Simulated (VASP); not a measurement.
Input of a VASP 6.6.1 run:

Contents of INCAR:

```
ALGO     = Fast           # electronic algorithm
EDIFF    = 1E-7           # SCF threshold, eV
ENCUT    = 520            # plane-wave cutoff, eV
GGA      = PE             # functional
ISIF     = 2              # what is computed and relaxed
ISMEAR   = -1             # smearing method
LASPH    = T              # aspherical terms in the spheres
LCHARG   = F              # write CHGCAR
LREAL    = Auto         
LWAVE    = F              # write WAVECAR
NBANDS   = 91             # bands
NELM     = 100            # most SCF steps
PREC     = Accurate       # precision mode
SIGMA    = 0.01           # smearing width, eV
```

File KPOINTS:

```
k-points
0
Gamma
  4 4 2
```

POSCAR

```
Al15InN16
1.0
    6.2260000000      0.0000000000      0.0000000000
   -3.1130000000      5.3918741640      0.0000000000
    0.0000000000      0.0000000000      9.9620000000
In Al N
1 15 16
Direct
    0.1666666667      0.3333333333      0.0025838399
    0.1666666667      0.3333333333      0.4982716745
    0.1686570244      0.8343285122     -0.0015914606
    0.1645603342      0.8322801671      0.5000224091
    0.6656714878      0.3313429756     -0.0015914606
    0.6677198329      0.3354396658      0.5000224091
    0.6656714878      0.8343285122     -0.0015914606
    0.6677198329      0.8322801671      0.5000224091
    0.3356894894      0.1643105106      0.2550624238
    0.3349077773      0.1650922227      0.7445862174
    0.3356894894      0.6713789787      0.2550624238
    0.3349077773      0.6698155546      0.7445862174
    0.8286210213      0.1643105106      0.2550624238
    0.8301844454      0.1650922227      0.7445862174
    0.8333333333      0.6666666667      0.2480468044
    0.8333333333      0.6666666667      0.7496889280
    0.1666666667      0.3333333333      0.2141088725
    0.1666666667      0.3333333333      0.6898986322
    0.1679423011      0.8339711506      0.1901397545
    0.1634826433      0.8317413216      0.6882420194
    0.6660288494      0.3320576989      0.1901397545
    0.6682586784      0.3365173567      0.6882420194
    0.6660288494      0.8339711506      0.1901397545
    0.6682586784      0.8317413216      0.6882420194
    0.3348215461      0.1651784539      0.4438882914
    0.3464915904      0.1535084096      0.9322595229
    0.3348215461      0.6696430922      0.4438882914
    0.3464915904      0.6929831809      0.9322595229
    0.8303569078      0.1651784539      0.4438882914
    0.8070168191      0.1535084096      0.9322595229
    0.8333333333      0.6666666667      0.4380313459
    0.8333333333      0.6666666667      0.9415423693
```

Potentials or basis: VASP PAW PBE potentials, release 64 (In_d, Al, N).

Launch:

```bash
$ cat potpaw_PBE.64/In_d/POTCAR potpaw_PBE.64/Al/POTCAR potpaw_PBE.64/N/POTCAR > POTCAR
$ mpirun -np 1 vasp_std > vasp.out
```

(1) Estimate the pressure.

(2) What does it give for the band gap on the k mesh?

Answers

(1) 9.2 GPa.

(2) 3.77 eV, direct.

Caveat: spin-orbit coupling is left out, which moves the levels of the heavy elements.
